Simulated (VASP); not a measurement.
# Osmium: input slips in a relaxation and what they do

Aim: see how common mistakes in a VASP relaxation show up, on Osmium. The starting structure is a measured crystal structure from the Crystallography Open Database. The first relaxation on each setting starts from this cell expanded by 3 % in volume.

Program: VASP 6.6.1. Level of theory: Kohn-Sham DFT with plane waves and PAW; PBEsol. Results are calculated unless marked as measured.

### Step 1. The starting structure

The structure is hexagonal, space group P6_3/mmc (No. 194). Conventional cell: a = 2.734 Å, b = 2.734 Å, c = 4.320 Å, α = 90.00°, β = 90.00°, γ = 120.00°. Nearest to Os lie 12 Os at 2.68 to 2.73 Å.

As a file:

```xyz
2
Lattice="2.7341 0.0000 0.0000 -1.3671 2.3678 0.0000 0.0000 0.0000 4.3197" Properties=species:S:1:pos:R:3 pbc="T T T"
Os    1.3671    0.7893    3.2398
Os    0.0000    1.5785    1.0799
```

### Step 2. Reference relaxation

This run starts from the cell of an earlier relaxation, which isn't shown; the restart sets up the plane waves anew.

File INCAR:

```
SYSTEM = Os
PREC = Accurate
ENCUT = 450
EDIFF = 1E-06
NELM = 100
ISMEAR = 1
SIGMA = 0.15
LREAL = .FALSE.
ALGO = Normal
GGA = PS
NBANDS = 14
LORBIT = 11
LWAVE = .FALSE.
LCHARG = .FALSE.
KPAR = 2
IBRION = 2
NSW = 50
ISIF = 3
EDIFFG = -0.004
```

File POSCAR:

```
Os
1.0
    2.7283111716      0.0000000000      0.0000000000
   -1.3641555858      2.3627867841      0.0000000000
    0.0000000000      0.0000000000      4.3147274502
Os
2
Direct
    0.6666666667      0.3333333333      0.7500000000
    0.3333333333      0.6666666667      0.2500000000
```

File KPOINTS:

```
Automatic mesh
0
Gamma
18 18 10
0 0 0
```

Potentials, in the order of the species: Os (PBE family, release 64).

On the command line:

```bash
$ mpirun -np 2 vasp_std
```

The program printed:

```text
[banner, memory and clock lines left out]
running    2 mpi-ranks, on    1 nodes
 distrk:  each k-point on    1 cores,    2 groups
 distr:  one band on    1 cores,    1 groups

 POSCAR found type information on POSCAR Os
 POSCAR found :  1 types and       2 ions
|                                                                             |
|               ----> ADVICE to this user running VASP <----                  |
|                                                                             |
|     You enforced a specific xc type in the INCAR file but a different       |
|     [... a line on the potential file left out ...]
|     I HOPE YOU KNOW WHAT YOU ARE DOING!                                     |
|                                                                             |

 LDA part: xc-table for (Slater+PW92), standard interpolation
 POSCAR, INCAR and KPOINTS ok, starting setup
 FFT: planning ... GRIDC
 FFT: planning ... GRID_SOFT
 FFT: planning ... GRID
 WAVECAR not read
 entering main loop
       N       E                     dE             d eps       ncg     rms          rms(c)
DAV:   1     0.874733394995E+02    0.87473E+02   -0.68811E+03  6216   0.974E+02
DAV:   2    -0.215475555827E+02   -0.10902E+03   -0.96198E+02  6384   0.329E+02
DAV:   3    -0.259855403778E+02   -0.44380E+01   -0.42437E+01  8160   0.567E+01
DAV:   4    -0.260275708584E+02   -0.42030E-01   -0.41867E-01  6756   0.560E+00
DAV:   5    -0.260278223842E+02   -0.25153E-03   -0.25150E-03  8042   0.390E-01    0.247E+01
DAV:   6    -0.248358673174E+02    0.11920E+01   -0.11029E+00  7710   0.902E+00    0.111E+01
DAV:   7    -0.244910079279E+02    0.34486E+00   -0.73078E-01  7824   0.722E+00    0.560E-01
DAV:   8    -0.244843897324E+02    0.66182E-02   -0.67873E-03  6312   0.653E-01    0.340E-01
DAV:   9    -0.244816443395E+02    0.27454E-02   -0.16339E-03  7284   0.435E-01    0.495E-02
DAV:  10    -0.244816642407E+02   -0.19901E-04   -0.57152E-05  7884   0.674E-02    0.105E-02
DAV:  11    -0.244816435983E+02    0.20642E-04   -0.47359E-06  6936   0.240E-02    0.112E-03
DAV:  12    -0.244816430232E+02    0.57506E-06   -0.98449E-08  3792   0.330E-03
   1 F= -.24481643E+02 E0= -.24481226E+02  d E =-.244816E+02
 curvature:   0.00 expect dE= 0.000E+00 dE for cont linesearch  0.000E+00
 trial: gam= 0.00000 g(F)=  0.240E-48 g(S)=  0.671E-06 ort = 0.000E+00 (trialstep = 0.100E+01)
 search vector abs. value=  0.671E-06
 reached required accuracy - stopping structural energy minimisation
```

The job ended after 15 s (2 MPI ranks of Intel Xeon 6975P-C (Granite Rapids), shared host; peak memory 0.34 GiB).

Lines that name or quote the potential files are left out of all logs, and their timing lines are given in words.

OUTCAR, selected parts (step 2):

```text
ion  position               nearest neighbor table
   1  0.667  0.333  0.750-   2 2.67   2 2.67   2 2.67   2 2.67   2 2.67   2 2.67
   2  0.333  0.667  0.250-   1 2.67   1 2.67   1 2.67   1 2.67   1 2.67   1 2.67

  LATTYP: Found a hexagonal cell.
 ALAT       =     2.7283111716
 C/A-ratio  =     1.5814645687

 Subroutine GETGRP returns: Found 24 space group operations
 (whereof 12 operations were pure point group operations)

The static configuration has the point symmetry D_3d.
 The point group associated with its full space group is D_6h.

 Found    222 irreducible k-points:

   k-points           NKPTS =    222   k-points in BZ     NKDIM =    222   number of bands    NBANDS=     14

   dimension x,y,z NGX =    20 NGY =   20 NGZ =   30
   dimension x,y,z NGXF=    40 NGYF=   40 NGZF=   60

   ENCUT  =  450.0 eV  33.07 Ry    5.75 a.u.   4.72  4.72  7.46*2*pi/ulx,y,z

   NELECT =      16.0000    total number of electrons

 k-points in reciprocal lattice and weights: Automatic mesh
   0.00000000  0.00000000  0.00000000       0.000
   0.05555556  0.00000000  0.00000000       0.002
   0.11111111  0.00000000  0.00000000       0.002
   0.16666667  0.00000000  0.00000000       0.002
   0.22222222  0.00000000  0.00000000       0.002
   0.27777778 -0.00000000  0.00000000       0.002
   0.33333333  0.00000000  0.00000000       0.002
   0.38888889  0.00000000  0.00000000       0.002
   0.44444444  0.00000000  0.00000000       0.002
[...]
0.33333333  0.27777778  0.50000000       0.004
   0.33333333  0.33333333  0.50000000       0.001

 average (electrostatic) potential at core
       1 -43.0203       2 -43.0203

 E-fermi :   9.3899

 k-point     1 :       0.0000    0.0000    0.0000
  band No.  band energies     occupation
    ...
      6       7.1494      2.00000
      7       7.1494      2.00000
      8       7.8266      2.00000
      9       7.8266      2.00000
     10       9.3806      1.10535
     11      11.1039     -0.00000
     12      11.1039     -0.00000
     13      18.4940      0.00000
     14      23.4342      0.00000

 k-point     2 :       0.0556    0.0000    0.0000
  band No.  band energies     occupation
    ...
      6       7.0718      2.00000
      7       7.2538      2.00000
      8       7.6724      2.00000
      9       7.7347      2.00000
     10       8.7823      2.00000
     11      11.1682     -0.00000
     12      11.8881     -0.00000
     13      18.4854      0.00000
     14      23.6992      0.00000

 k-point     3 :       0.1111    0.0000    0.0000
  band No.  band energies     occupation
    ...
      6       7.0496      2.00000
      7       7.2017      2.00000
      8       7.4913      2.00000
      9       7.5622      2.00000
     10       8.1503      2.00000
     11      11.3314     -0.00000
     12      13.2460      0.00000
     13      18.4394      0.00000
     14      24.4214      0.00000

  Total        0.0023990      0.0023990      0.0040370      0.0000000     -0.0000000      0.0000000
  in kB        0.1381889      0.1381889      0.2325404      0.0000000     -0.0000000      0.0000000
  external PRESSURE =       0.1696394 kB  Pullay stress =       0.0000000 kB

  energy-cutoff  :      450.00
  volume of cell :       27.81
      direct lattice vectors                 reciprocal lattice vectors
     2.728311172  0.000000000  0.000000000     0.366527107  0.211614524  0.000000000
    -1.364155586  2.362786784  0.000000000     0.000000000  0.423229047  0.000000000
     0.000000000  0.000000000  4.314727450     0.000000000  0.000000000  0.231764349

 POSITION                                       TOTAL-FORCE (eV/Angst)
 -----------------------------------------------------------------------------------
      1.36416      0.78760      3.23605        -0.000000      0.000000      0.000000
     -0.00000      1.57519      1.07868         0.000000     -0.000000      0.000000
 -----------------------------------------------------------------------------------
    total drift:                                0.000000     -0.000000     -0.000000

  FREE ENERGIE OF THE ION-ELECTRON SYSTEM (eV)
  ---------------------------------------------------
  free  energy   TOTEN  =       -24.4816430232 eV

  energy  without entropy=      -24.4803918819  energy(sigma->0) =      -24.48122598

 reached required accuracy - stopping structural energy minimisation

 total charge
# of ion       s       p       d       tot
------------------------------------------
    1        0.665   0.799   6.042   7.506
    2        0.665   0.799   6.042   7.506
--------------------------------------------------
tot          1.330   1.598  12.085  15.012

[... 3 further parts left out ...]
```

The PAW data sets were made with PBE, which is usual practice but a small mismatch for other functionals. The run keeps the 24 symmetry operations of its start, so it cannot find a distortion of lower symmetry.

The reference relaxation ends at 13.907 Å³ an atom.

### Step 3. Relaxation with a cutoff far too low

A slip made on purpose: a cutoff far too low. Against step 2 the input has PREC = Normal and ENCUT = 130 (also changed: NELM).

Edit INCAR of step 2 so:

```diff
@@ -1,6 +1,6 @@
 SYSTEM = Os
-PREC = Accurate
-ENCUT = 450
+PREC = Normal
+ENCUT = 130
 EDIFF = 1E-06
-NELM = 100
+NELM = 60
 ISMEAR = 1
```

File POSCAR:

```
Os
1.0
    2.7611720577      0.0000000000      0.0000000000
   -1.3805860288      2.3912451462      0.0000000000
    0.0000000000      0.0000000000      4.3624720886
Os
2
Direct
    0.6666666667      0.3333333333      0.7500000000
    0.3333333333      0.6666666667      0.2500000000
```

KPOINTS is that of step 2.

On the command line:

```bash
$ mpirun -np 2 vasp_std
```

The program printed:

```text
[banner, memory and clock lines left out]
running    2 mpi-ranks, on    1 nodes
[...]
[... a notice as in an earlier step ...]

 LDA part: xc-table for (Slater+PW92), standard interpolation
 POSCAR, INCAR and KPOINTS ok, starting setup
[...]
entering main loop
       N       E                     dE             d eps       ncg     rms          rms(c)
DAV:   1    -0.147319386086E+02   -0.14732E+02   -0.31308E+03  7790   0.321E+02
DAV:   2    -0.315750930013E+02   -0.16843E+02   -0.15644E+02  7682   0.742E+01
DAV:   3    -0.317131759771E+02   -0.13808E+00   -0.13785E+00  6942   0.603E+00
DAV:   4    -0.317132565024E+02   -0.80525E-04   -0.80521E-04  7260   0.153E-01
[...]
DAV:  11    -0.283861318756E+02    0.11558E-04   -0.89317E-07  4722   0.668E-03    0.199E-02
DAV:  12    -0.283861301373E+02    0.17383E-05   -0.46466E-08  3318   0.153E-03    0.197E-02
DAV:  13    -0.283861302834E+02   -0.14602E-06   -0.20221E-09  3180   0.306E-04
   1 F= -.28386130E+02 E0= -.28386258E+02  d E =-.283861E+02
[...]
|     EEEEE    RRRRRR   RRRRRR   O     O  RRRRRR       #       #       #      |
|     E        R   R    R   R    O     O  R   R                               |
|     E        R    R   R    R   O     O  R    R      ###     ###     ###     |
|     EEEEEEE  R     R  R     R  OOOOOOO  R     R     ###     ###     ###     |
|                                                                             |
|     Orbital orthonormalization failed in the inversion of matrix            |
|     LAPACK: Routine ZPOTRF failed! kpoint: 1 spin: 1                        |
|                                                                             |
|     Possible solutions for this issue are:                                  |
|     - Please check whether the atoms are too close to each other.           |
|     - Decreasing POTIM might help during relaxations or MDs.                |
|     - Deleting CHGCAR or WAVECAR if incompatible with the structure.        |
|     - Try calculating without symmetrizing (ISYM = 0 or ISYM = -1).         |
|     - As last resort: using a different PAW for some of the atoms.          |
|                                                                             |
|       ---->  I REFUSE TO CONTINUE WITH THIS SICK JOB ... BYE!!! <----       |
|                                                                             |

1
1
```

The job ended after 5.8 s (2 MPI ranks).

VASP stopped with this message: “Orbital orthonormalization failed in the inversion of matrix LAPACK: Routine ZPOTRF failed! kpoint: 1 spin: 1”.

### Step 4. Relaxation with a functional's name that the tag doesn't take

A slip made on purpose: a functional's name that the tag doesn't take. Against step 2 the input has GGA = PBESOL (also changed: NELM).

Edit INCAR of step 3 so:

```diff
@@ -1,4 +1,4 @@
 SYSTEM = Os
-PREC = Normal
-ENCUT = 130
+PREC = Accurate
+ENCUT = 450
 EDIFF = 1E-06
@@ -9,3 +9,3 @@
 ALGO = Normal
-GGA = PS
+GGA = PBESOL
 NBANDS = 14
```

POSCAR is that of step 3.

KPOINTS is that of step 3.

On the command line:

```bash
$ mpirun -np 2 vasp_std
```

The program printed:

```text
[banner, memory and clock lines left out]
running    2 mpi-ranks, on    1 nodes
[...]
|                                                                             |
|     EEEEEEE  RRRRRR   RRRRRR   OOOOOOO  RRRRRR      ###     ###     ###     |
|     E        R     R  R     R  O     O  R     R     ###     ###     ###     |
|     E        R     R  R     R  O     O  R     R     ###     ###     ###     |
|     EEEEE    RRRRRR   RRRRRR   O     O  RRRRRR       #       #       #      |
|     E        R   R    R   R    O     O  R   R                               |
|     E        R    R   R    R   O     O  R    R      ###     ###     ###     |
|     EEEEEEE  R     R  R     R  OOOOOOO  R     R     ###     ###     ###     |
|                                                                             |
|     Error: One of the selected functionals does not exist.                  |
|                                                                             |
|       ---->  I REFUSE TO CONTINUE WITH THIS SICK JOB ... BYE!!! <----       |
|                                                                             |

1
1
```

The job ended after 1.8 s (2 MPI ranks).

VASP stopped with this message: “Error: One of the selected functionals does not exist”.

(Continued in part 2 of 2.)

[Lines on the potential files, build, host, timing and source positions are cut from VASP's logs without a mark.]

[Logs are printed without paths, hosts, clocks, repeated set-up lines and the standing remarks that a program may print on its own settings, such as how far it seeks lower states.]

[Hosts, paths, dates, database ids (printed as entryN), source tags and the programs' standing remarks are cut or masked in the printed files.]
